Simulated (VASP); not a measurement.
Level of theory: PBE GGA, VASP's PBE PAW potentials (set 64) (plane waves; VASP).

A VASP calculation is set up with these files.

File POSCAR:
```
CuZn
1.0
  2.8974647049   0.0000000000   0.0000000000
  0.0000000000   2.8974647049   0.0000000000
  0.0000000000   0.0000000000   2.8974647049
Zn Cu
1 1
direct
  0.5000000000   0.5000000000   0.5000000000
  0.0000000000   0.0000000000   0.0000000000
```

INCAR:
```
SYSTEM = CuZn
PREC = Accurate
ENCUT = 500
EDIFF = 1E-6
NELM = 100
ALGO = Normal
LREAL = .FALSE.
LASPH = .TRUE.
ISMEAR = 1
SIGMA = 0.1
GGA = PE
LMAXMIX = 4
LWAVE = .FALSE.
LCHARG = .FALSE.
IBRION = 2
ISIF = 3
NSW = 40
EDIFFG = -0.02
PSTRESS = 200
```

File KPOINTS:
```
Automatic mesh
0
G
  13 13 13
```

POTCAR, in this order: Zn Cu (PBE.64 set). Program: vasp_std.

Energy and stress use the plane-wave basis of the starting cell.

Task: Predict the energy per atom (σ→0), volume per atom, band gap (on the k-mesh).

Result: 
| Property | Result |
|---|---|
| energy per atom (σ→0) | -2.419 eV/atom |
| band gap (on the k-mesh) | none (metal, semimetal or under 0.01 eV) |
| volume per atom | 11.52 Å³/atom |

### OSZICAR
```
...
DAV:   3    -0.493115500411E+01    0.23225E+00   -0.18001E+00  2642   0.421E+01    0.263E+00
DAV:   4    -0.485695139749E+01    0.74204E-01   -0.14506E-01  3155   0.133E+01    0.965E-01
DAV:   5    -0.483908810390E+01    0.17863E-01   -0.15036E-02  4094   0.223E+00    0.915E-02
DAV:   6    -0.483895864030E+01    0.12946E-03   -0.11754E-03  3463   0.876E-01    0.229E-02
DAV:   7    -0.483898478281E+01   -0.26143E-04   -0.34028E-05  3672   0.103E-01    0.755E-03
DAV:   8    -0.483898826536E+01   -0.34825E-05   -0.99124E-06  3348   0.742E-02    0.382E-03
DAV:   9    -0.483898784866E+01    0.41670E-06   -0.89637E-07  1330   0.305E-02
   3 F= -.19641206E+01 E0= -.19640307E+01  d E =-.440781E-01
```

The compound is CuZn in the CsCl type structure. This run relaxes it under an external pressure of 20 GPa. Symmetry was kept, so distortions that lower it aren't found. The electron count is odd and the run is not spin-polarised, which forces a metal.
